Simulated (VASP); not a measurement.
VASP ran on this input.

File POSCAR:
```
V
1.0
 -1.5150000000   1.5150000000   1.5150000000
  1.5150000000  -1.5150000000   1.5150000000
  1.5150000000   1.5150000000  -1.5150000000
V
1
direct
  0.0000000000   0.0000000000   0.0000000000
```

### KPOINTS
```
Regular mesh
0
gamma
 15 15 15
0 0 0
```

**INCAR**
```
AGGAC = 0.0
ALGO = Normal
EDIFF = 1E-6
EDIFFG = -0.01
ENCUT = 520
GGA = MK
IBRION = 2
ISIF = 3
ISMEAR = 1
LASPH = .TRUE.
LCHARG = .FALSE.
LMAXMIX = 4
LREAL = .FALSE.
LUSE_VDW = .TRUE.
LWAVE = .FALSE.
NELM = 100
NSW = 60
PARAM1 = 0.1234568
PARAM2 = 0.7114
PREC = Accurate
SIGMA = 0.1
SYSTEM = V
ZAB_VDW = -1.8867
```

POTCAR, in this order: V_sv (PBE.64 set). Program: vasp_std.

**Question.** Translate this rev-vdW-DF2 calculation to Quantum ESPRESSO's pw.x.

**Answer.** One equivalent input (not run):
```
&CONTROL
  calculation = 'vc-relax'
  pseudo_dir = './pseudo'
  outdir = './out'
  tprnfor = .true.
  tstress = .true.
  nstep = 60
  forc_conv_thr = 0.00039
/
&SYSTEM
  ibrav = 0
  nat = 1
  ntyp = 1
  ecutwfc = 84
  occupations = 'smearing'
  smearing = 'methfessel-paxton'
  degauss = 0.00735
  input_dft = 'vdw-df2-b86r'
/
&ELECTRONS
  conv_thr = 7.3e-08
  electron_maxstep = 100
/
&IONS
/
&CELL
/
ATOMIC_SPECIES
  V 50.941 V.upf
CELL_PARAMETERS angstrom
    -1.5150000    1.5150000    1.5150000
     1.5150000   -1.5150000    1.5150000
     1.5150000    1.5150000   -1.5150000
ATOMIC_POSITIONS crystal
  V    0.0000000  0.0000000  0.0000000
K_POINTS automatic
  15 15 15 0 0 0
```
Limits of the translation: the potentials are each code's own (VASP's PAW set, PseudoDojo norm-conserving files in pw.x), so ENCUT and ecutwfc are chosen apart and not converted; conv_thr bounds pw.x's estimated SCF error, while EDIFF bounds the energy change between steps; forc_conv_thr acts on force components and is met together with etot_conv_thr.

The compound is V in the bcc structure. This run relaxes it. Symmetry was kept, so distortions that lower it aren't found.
